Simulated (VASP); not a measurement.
Output of a VASP run:

### OUTCAR
```
 ion  position               nearest neighbor table
   1  0.000  0.000  0.000-   2 1.44   2 1.44   2 1.67   2 1.67
   2  0.306  0.306  0.194-   1 1.44   1 1.44   1 1.67   1 1.67
  LATTYP: Found a face centered cubic cell.
 ALAT       =     3.5631870704
 Subroutine PRICEL returns:
 Original cell was already a primitive cell.
 Subroutine GETGRP returns: Found  8 space group operations
The static configuration has the point symmetry C_2v.
 The point group associated with its full space group is D_2h.
The dynamic configuration has the point symmetry C_2v.
 Subroutine INISYM returns: Found  8 space group operations
 Subroutine IBZKPT returns following result:
 Found    280 irreducible k-points:

 Following reciprocal coordinates:
            Coordinates               Weight
  0.000000  0.000000  0.000000      1.000000
  0.083333  0.000000  0.000000      4.000000
  0.000000  0.000000  0.083333      4.000000
  0.166667  0.000000  0.000000      4.000000
  0.000000  0.000000  0.166667      4.000000
  0.250000  0.000000  0.000000      4.000000
  0.000000  0.000000  0.250000      4.000000
  0.333333  0.000000  0.000000      4.000000
  0.000000  0.000000  0.333333      4.000000
  0.416667  0.000000  0.000000      4.000000
  0.000000  0.000000  0.416667      4.000000
  0.500000  0.000000  0.000000      2.000000
  0.000000  0.000000  0.500000      2.000000
  0.083333  0.083333  0.000000      2.000000
  0.000000  0.083333  0.083333      4.000000
  0.166667  0.083333  0.000000      4.000000
  0.000000  0.166667  0.083333      8.000000
  0.083333  0.000000  0.166667      8.000000
  0.083333  0.083333 -0.083333      4.000000
  0.250000  0.083333  0.000000      4.000000
  0.000000  0.250000  0.083333      8.000000
  0.083333  0.000000  0.250000      8.000000
  0.083333  0.083333 -0.166667      4.000000
  0.333333  0.083333  0.000000      4.000000
  0.000000  0.333333  0.083333      8.000000
  0.083333  0.000000  0.333333      8.000000
  0.083333  0.083333 -0.250000      4.000000
  0.416667  0.083333  0.000000      4.000000
  0.000000  0.416667  0.083333      8.000000
  0.083333  0.000000  0.416667      8.000000
  0.083333  0.083333 -0.333333      4.000000
  0.500000  0.083333  0.000000      4.000000
  0.000000  0.500000  0.083333      8.000000
  0.083333  0.000000  0.500000      8.000000
  0.083333  0.083333 -0.416667      4.000000
 -0.416667  0.083333  0.000000      4.000000
  0.000000 -0.416667  0.083333      8.000000
  0.083333  0.000000 -0.416667      8.000000
  0.083333  0.083333  0.500000      4.000000
 -0.333333  0.083333  0.000000      4.000000
   k-points           NKPTS =    280   k-points in BZ     NKDIM =    280   number of bands    NBANDS=      8
   number of dos      NEDOS =    301   number of ions     NIONS =      2
   total plane-waves  NPLWV =   8000
   dimension x,y,z NGX =    20 NGY =   20 NGZ =   20
   dimension x,y,z NGXF=    40 NGYF=   40 NGZF=   40
   ions per type =               2
   PREC   = accura    normal or accurate (medium, high low for compatibility)
   ISTART =      0    job   : 0-new  1-cont  2-samecut
   ICHARG =      2    charge: 1-file 2-atom 10-const
   ISPIN  =      1    spin polarized calculation?
   LNONCOLLINEAR =      F non collinear calculations
   LSORBIT =      F    spin-orbit coupling
   INIWAV =      1    electr: 0-lowe 1-rand  2-diag
   ENCUT  =  600.0 eV  44.10 Ry    6.64 a.u.   5.03  5.03  5.03*2*pi/ulx,y,z
   NELM   =    100;   NELMIN=  2; NELMDL= -5     # of ELM steps
   EDIFF  = 0.1E-06   stopping-criterion for ELM
   LREAL  =      F    real-space projection
   NLSPLINE    = F    spline interpolate recip. space projectors
   LMAXMIX     =    2 max onsite mixed and CHGCAR
   VOSKOWN=      0    Vosko Wilk Nusair interpolation
   EDIFFG = 0.1E-05   stopping-criterion for IOM
   NSW    =      0    number of steps for IOM
   NBLOCK =      1;   KBLOCK =      1    inner block; outer block
...
```

File OSZICAR:
```
       N       E                     dE             d eps       ncg     rms          rms(c)
DAV:   1    -0.262865325272E+00   -0.26287E+00   -0.56860E+03  4608   0.114E+03
DAV:   2    -0.211229994653E+02   -0.20860E+02   -0.20209E+02  6680   0.125E+02
DAV:   3    -0.212662431584E+02   -0.14324E+00   -0.14324E+00  5000   0.134E+01
DAV:   4    -0.212664390355E+02   -0.19588E-03   -0.19588E-03  6768   0.512E-01
DAV:   5    -0.212664390878E+02   -0.52360E-07   -0.53046E-07  4880   0.563E-03    0.528E+00
DAV:   6    -0.187174095249E+02    0.25490E+01   -0.36687E-01  5160   0.680E+00    0.429E+00
DAV:   7    -0.214641147606E+02   -0.27467E+01   -0.13839E+00  5808   0.910E+00    0.930E-01
DAV:   8    -0.187561787983E+02    0.27079E+01   -0.41181E-01  5240   0.576E+00    0.111E+00
DAV:   9    -0.189098577427E+02   -0.15368E+00   -0.25406E-02  5200   0.216E+00    0.202E-01
DAV:  10    -0.189226853684E+02   -0.12828E-01   -0.82120E-03  6336   0.105E+00    0.171E-01
DAV:  11    -0.189227174633E+02   -0.32095E-04   -0.12123E-04  4584   0.136E-01    0.142E-01
DAV:  12    -0.189248336255E+02   -0.21162E-02   -0.51806E-04  4480   0.303E-01    0.187E-02
DAV:  13    -0.189248559772E+02   -0.22352E-04   -0.15353E-05  6824   0.572E-02    0.141E-02
DAV:  14    -0.189248559926E+02   -0.15416E-07   -0.12442E-07  4704   0.509E-03
   1 F= -.18924856E+02 E0= -.18924843E+02  d E =-.255088E-04
```

OUTCAR:
```
------------------------ aborting loop because EDIFF is reached ----------------------------------------
  FORCE on cell =-STRESS in cart. coord.  units (eV):
  Direction    XX          YY          ZZ          XY          YZ          ZX
  --------------------------------------------------------------------------------------
  Total        1.1142934      1.1142934      0.5556914     -0.4477287      0.0000000      0.0000000
  in kB      157.8535136    157.8535136     78.7206010    -63.4263328      0.0000000      0.0000000
  external PRESSURE =     131.4758760 kB  Pullay stress =       0.0000000 kB
  volume of cell :       11.31
      direct lattice vectors                 reciprocal lattice vectors
     0.000000000  1.781593535  1.781593535    -0.280647628  0.280647628  0.280647628
     1.781593535  0.000000000  1.781593535     0.280647628 -0.280647628  0.280647628
     1.781593535  1.781593535  0.000000000     0.280647628  0.280647628 -0.280647628
 POSITION                                       TOTAL-FORCE (eV/Angst)
 -----------------------------------------------------------------------------------
      0.00000      0.00000      0.00000         0.000000      0.000000      7.031542
      0.89080      0.89080      1.09080        -0.000000     -0.000000     -7.031542
 -----------------------------------------------------------------------------------
    total drift:                               -0.000000     -0.000000     -0.000009
  FREE ENERGIE OF THE ION-ELECTRON SYSTEM (eV)
  ---------------------------------------------------
  free  energy   TOTEN  =       -18.9248559926 eV

  energy  without entropy=      -18.9248304839  energy(sigma->0) =      -18.92484324
```
(Selected blocks of OUTCAR.)

POSCAR:
```
C
1
    0.0000000000     1.7815935352     1.7815935352
    1.7815935352     0.0000000000     1.7815935352
    1.7815935352     1.7815935352    -0.0000000000
C
2
Direct
  0.0000000000   0.0000000000   0.0000000000
  0.3061295256   0.3061295256   0.1938704744
```

**Question.** Write an INCAR and KPOINTS that could have produced this output.

**Answer.** One answer among several that fit: the input of the run itself, r2SCAN meta-GGA, plane waves, VASP's PBE PAW potentials (set 64).

File KPOINTS:
```
Automatic mesh
0
Gamma
12 12 12
0 0 0
```

### INCAR
```
ALGO = Normal
EDIFF = 1E-7
ENCUT = 600
ISIF = 2
ISMEAR = 0
LASPH = .True.
LCHARG = .False.
LMIXTAU = .True.
LREAL = .False.
LWAVE = .False.
METAGGA = R2SCAN
NELM = 100
PREC = Accurate
SIGMA = 0.05
SYSTEM = C
```

POTCAR, in this order: C (PBE.64 set). Program: vasp_std.

The compound is C in the diamond structure. This cell was strained or had an atom moved on purpose.
